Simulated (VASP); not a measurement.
Here is the system:

```
CELL_PARAMETERS angstrom
      0.00000     2.97432     2.97432
      2.97432     0.00000     2.97432
      2.97432     2.97432     0.00000
ATOMIC_POSITIONS crystal
  Sn 0.00000 0.00000 0.00000
  Se 0.50000 0.50000 0.50000
```

The numbers are results of PBEsol GGA, VASP's PBE PAW potentials (set 64) (plane waves; VASP), not measurements. Run with 500 eV cut-off, 8×8×8 Γ-centred mesh, Gaussian smearing of 0.050 eV, potentials Sn_d Se.

Task: What does the run give for the energy per atom (σ→0)?

Result: 
* **energy per atom (σ→0)**: -4.493 eV/atom

Only differences to runs with the same potentials and settings are physical.

The structure was generated: SnSe was put into the rock salt type (Fm-3m), which need not be its known phase. It was relaxed first, which changed the volume by +20 %.
